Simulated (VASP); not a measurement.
# Mg6FeNi (Amm2) in VASP: reference runs, part 2 of 2

VASP 6.6.1. Earlier steps stand in the parts before.

### 3 Single point, PBE, collinear spin, ferromagnetic start (atoms moved at random, drawn with an rms of 0.05 Å)

File INCAR:

```
PREC = Accurate ; ENCUT = 520
EDIFF = 1E-7 ; ISMEAR = -1
SIGMA = 0.05 ; LREAL = False
LASPH = True ; NELM = 120
ALGO = Normal ; ISIF = 2
LWAVE = False ; LCHARG = False
ISPIN = 2 ; MAGMOM = 1 3 0 0 0 0 0 0
LORBIT = 11 ; LMAXMIX = 4
GGA = PE ; NBANDS = 29
```

File KPOINTS:

```
regular mesh
0
Gamma
  6 5 5
```

File POSCAR:

```
Mg6FeNi
1.0
    4.7076560000      0.0000000000      0.0000000000
    0.0000000000      2.9552330000      5.3716260000
    0.0000000000     -2.9552330000      5.3716260000
Ni Fe Mg
1 1 6
Direct
    0.0061680000      0.2049540000      0.1776610000
    0.5017280000      0.3087360000      0.3198800000
   -0.0002450000      0.6717480000      0.6648520000
    0.0057930000      0.1704870000      0.6466870000
    0.0037070000      0.6482690000      0.1699560000
    0.5029930000      0.8307280000      0.8315330000
    0.4972820000      0.3259650000      0.8554390000
    0.5028570000      0.8540600000      0.3289970000
```

Potentials or basis: VASP PAW PBE potentials, release 64 (Ni, Fe, Mg).

The run is started by

```console
$ cat potpaw_PBE.64/Ni/POTCAR potpaw_PBE.64/Fe/POTCAR potpaw_PBE.64/Mg/POTCAR > POTCAR
$ mpirun -np 1 vasp_std > vasp.out
```

OUTCAR:

```text
PREC = Accurate
   ENCUT = 520
   EDIFF = 1E-7
   ISMEAR = -1
   LREAL = False
   LASPH = True
   NELM = 120
   ISIF = 2
   ISPIN = 2
   LORBIT = 11
   GGA = PE

 ion  position               nearest neighbor table
   1  0.006  0.205  0.178-   2 2.68   5 2.69   2 2.72   4 2.77   7 2.87   3 2.91   7 2.94   8 2.97
                             8 2.99   3 3.03
   2  0.502  0.309  0.320-   1 2.68   1 2.72   8 2.76   7 2.79   4 2.89   4 2.92   6 2.93   5 2.94
                             5 2.95   6 2.99   7 3.34   8 3.37
   3  1.000  0.672  0.665-   1 2.91   8 2.91   6 2.92   8 2.94   6 2.95   7 2.95   7 2.97   4 3.00
                             5 3.02   1 3.03   5 3.11   4 3.13
   4  0.006  0.170  0.647-   1 2.77   5 2.82   2 2.89   2 2.92   6 2.93   6 2.95   3 3.00   7 3.03
                             5 3.09   7 3.10   3 3.13
   5  0.004  0.648  0.170-   1 2.69   4 2.82   6 2.93   2 2.94   6 2.94   2 2.95   3 3.02   8 3.06
                             8 3.07   4 3.09   3 3.11
   6  0.503  0.831  0.832-   3 2.92   4 2.93   2 2.93   5 2.93   5 2.94   3 2.95   4 2.95   2 2.99
                             8 3.01   7 3.02   7 3.12   8 3.13
   7  0.497  0.326  0.855-   2 2.79   8 2.79   1 2.87   1 2.94   3 2.95   3 2.97   6 3.02   4 3.03
                             4 3.10   8 3.12   6 3.12   2 3.34
   8  0.503  0.854  0.329-   2 2.76   7 2.79   3 2.91   3 2.94   1 2.97   1 2.99   6 3.01   5 3.06
                             5 3.07   7 3.12   6 3.13   2 3.37

  LATTYP: Found a base centered orthorhombic cell.
 ALAT       =     5.9104660000
 B/A-ratio  =     1.8176658152
 C/A-ratio  =     0.7964948957

  Lattice vectors:

 A1 = (   0.0000000000,   2.9552330000,  -5.3716260000)
 A2 = (   0.0000000000,   2.9552330000,   5.3716260000)
 A3 = (   4.7076560000,   0.0000000000,   0.0000000000)

Analysis of symmetry for initial positions (statically):
=====================================================================
 Subroutine PRICEL returns:
 Original cell was already a primitive cell.

 Routine SETGRP: Setting up the symmetry group for a
 base centered orthorhombic supercell.

 Subroutine GETGRP returns: Found  1 space group operations
 (whereof  1 operations were pure point group operations)
 out of a pool of  8 trial point group operations.

The static configuration has the point symmetry C_1 .

Analysis of symmetry for dynamics (positions and initial velocities):
=====================================================================
 Subroutine PRICEL returns:
 Original cell was already a primitive cell.

 Routine SETGRP: Setting up the symmetry group for a
 base centered orthorhombic supercell.

 Subroutine GETGRP returns: Found  1 space group operations
 (whereof  1 operations were pure point group operations)
 out of a pool of  8 trial point group operations.

The dynamic configuration has the point symmetry C_1 .

Analysis of structural, dynamic, and magnetic symmetry:
=====================================================================
 Subroutine PRICEL returns:
 Original cell was already a primitive cell.

 Routine SETGRP: Setting up the symmetry group for a
 base centered orthorhombic supercell.

 Subroutine GETGRP returns: Found  1 space group operations
 (whereof  1 operations were pure point group operations)
 out of a pool of  8 trial point group operations.

The overall configuration has the point symmetry C_1 .
[... 123 lines left out ...]
   NUPDOWN=      -1.0000    fix difference up-down
   EMIN   =  10.00;   EMAX   =-10.00  energy-range for DOS
   EFERMI =   0.00;   METHOD = LEGACY
   ISMEAR =    -1;   SIGMA  =   0.05  broadening in eV -4-tet -1-fermi 0-gaus
   EFERMI_NEDOS =   21; number of points for ismear=-14 and -15
   IALGO  =     38    algorithm
   IMIX   =      4    mixing-type and parameters
     AMIX     =   0.40;   BMIX     =  1.00
     AMIX_MAG =   1.60;   BMIX_MAG =  1.00
  volume/ion in A,a.u.               =      18.68       126.08
  Fermi-wavevector in a.u.,A,eV,Ry     =   0.958527  1.811354 12.500689  0.918775
  Thomas-Fermi vector in A             =   2.087643
   LORBIT       =     11    0 simple, 1 ext, 2 COOP (PROOUT), +10 PAW based schemes
   GGA     = PE    functional components
   LHFCALC =     F    Hartree Fock is set to
   AEXX    =    0.0000 exact exchange contribution
   IVDW    =     0    specifies the selected vdW correction
   LEPSILON=     F    determine dielectric tensor
   LRPA    =     F    only Hartree local field effects (RPA)
 spin polarized calculation
  energy-cutoff  :      520.00
  volume of cell :      149.46
 maximum number of plane-waves:      4044
   NGX = 17   NGY = 23   NGZ = 23

 number of electron      30.0000005 magnetization       2.9522470

 Free energy of the ion-electron system (eV)
  ---------------------------------------------------
  ext. energy  EPLUGINS =         0.00000000
  ---------------------------------------------------
  free energy    TOTEN  =       -21.60813272 eV

  energy without entropy =      -21.57159903  energy(sigma->0) =      -21.58986587

 E-fermi :   3.4923     XC(G=0):  -9.4457

 val. band max:        3.4806633556   @ k =   0.0000  -0.2000  -0.4000
 cond. band min:       3.4930608501   @ k =   0.1667  -0.4000   0.2000
 fundamental gap:      0.0123974945
 Fermi energy:         3.4923049847

 spin component 1

 k-point     1 :       0.0000    0.0000    0.0000
  band No.  band energies     occupation
      1      -3.8315      1.00000
      2       0.2076      1.00000
      3       0.3743      1.00000
      4       0.6607      1.00000
      5       0.6807      1.00000
      6       0.9789      1.00000
[... 709 lines left out ...]
     26       8.9367      0.00000
     27       9.5097      0.00000

 [... further k-points ...]

 spin component 2

 k-point     1 :       0.0000    0.0000    0.0000
  band No.  band energies     occupation
      1      -3.8180      1.00000
      2       0.8685      1.00000
      3       0.8854      1.00000
      4       1.1647      1.00000
      5       1.3068      1.00000
      6       1.3942      1.00000
[... 709 lines left out ...]
     26       9.0224      0.00000
     27       9.6130      0.00000

 [... further k-points ...]

 [bands above 27 left out]

------------------------ aborting loop because EDIFF is reached ----------------------------------------

  FORCE on cell =-STRESS in cart. coord.  units (eV):
  Direction    XX          YY          ZZ          XY          YZ          ZX
  --------------------------------------------------------------------------------------
  -------------------------------------------------------------------------------------
  Total       -0.0342395      0.4211041     -0.4165740     -0.1007538     -0.0960691     -0.0247832
  in kB       -0.3670339      4.5140654     -4.4655043     -1.0800397     -1.0298221     -0.2656660
  external PRESSURE =      -0.1061576 kB  Pullay stress =       0.0000000 kB

 VOLUME and BASIS-vectors are now :
 -----------------------------------------------------------------------------
  energy-cutoff  :      520.00
  volume of cell :      149.46
      direct lattice vectors                 reciprocal lattice vectors
     4.707656000  0.000000000  0.000000000     0.212419939  0.000000000  0.000000000
     0.000000000  2.955233000  5.371626000     0.000000000  0.169191397  0.093081685
     0.000000000 -2.955233000  5.371626000     0.000000000 -0.169191397  0.093081685

 POSITION                                       TOTAL-FORCE (eV/Angst)
 -----------------------------------------------------------------------------------
      0.02904      0.08066      2.05526        -0.027817     -0.168456      0.033863
      2.36196     -0.03293      3.37669         0.022858      0.124585     -0.019779
      4.70650      0.02038      7.17972         0.036480     -0.037719     -0.076494
      0.02727     -1.40728      4.38955        -0.092341      0.102764      0.156748
      0.01745      1.41353      4.39520        -0.017072     -0.060715      0.125731
      2.36792     -0.00238      8.92904         0.002901     -0.049491      0.141112
      2.34103     -1.56472      6.34606         0.091686      0.075912     -0.148744
      2.36728      1.55168      6.35494        -0.016696      0.013120     -0.212437
 -----------------------------------------------------------------------------------
    total drift:                               -0.000112      0.000264     -0.000300

  FREE ENERGIE OF THE ION-ELECTRON SYSTEM (eV)
  ---------------------------------------------------
  free  energy   TOTEN  =       -21.6081327163 eV

  energy  without entropy=      -21.5715990277  energy(sigma->0) =      -21.58986587

 total charge

# of ion       s       p       d       tot
------------------------------------------
    1        0.426   0.283   8.338   9.047
    2        0.393   0.290   6.120   6.803
    3        0.215   0.153   0.017   0.384
    4        0.210   0.151   0.018   0.379
    5        0.211   0.151   0.018   0.380
    6        0.221   0.162   0.016   0.398
    7        0.208   0.150   0.017   0.376
    8        0.210   0.150   0.017   0.377
--------------------------------------------------
tot          2.094   1.489  14.560  18.143

 magnetization (x)

# of ion       s       p       d       tot
------------------------------------------
    1       -0.009  -0.015   0.367   0.343
    2        0.033   0.014   2.702   2.749
    3        0.008   0.007  -0.001   0.014
    4       -0.005  -0.004  -0.000  -0.010
    5       -0.005  -0.003  -0.000  -0.009
    6       -0.005  -0.007  -0.000  -0.012
    7       -0.004  -0.006  -0.000  -0.010
    8       -0.004  -0.006  -0.000  -0.010
--------------------------------------------------
tot          0.009  -0.021   3.067   3.055
```

Run time: 9.5 min. Hardware: 1 thread of Intel Xeon 6975P-C (Granite Rapids), shared host; peak memory 0.71 GiB.

Results:

| Item | Value |
| --- | --- |
| Free energy | -21.6081 eV |
| Pressure | 0.0 GPa |
| Largest force | 0.213 eV/Å |
| Band gap on the k mesh | none (metal or under the smearing width) |
| Net moment | 2.95 μB per cell |
| Site moments | Ni +0.34; Fe +2.75; Mg +0.01, -0.01 μB |
| Valence electrons inside the program's atomic spheres | Ni 9.05; Fe 6.80; Mg 0.38, 0.40 |

Forces in eV/Å, atoms in the order of the input:
```
Ni  -0.028 -0.168  0.034
Fe   0.023  0.125 -0.020
Mg   0.036 -0.038 -0.076
Mg  -0.092  0.103  0.157
Mg  -0.017 -0.061  0.126
Mg   0.003 -0.049  0.141
Mg   0.092  0.076 -0.149
Mg  -0.017  0.013 -0.212
```

Stress tensor (GPa, compression positive):
```
-0.04 -0.11 -0.03
-0.11  0.45 -0.10
-0.03 -0.10 -0.45
```
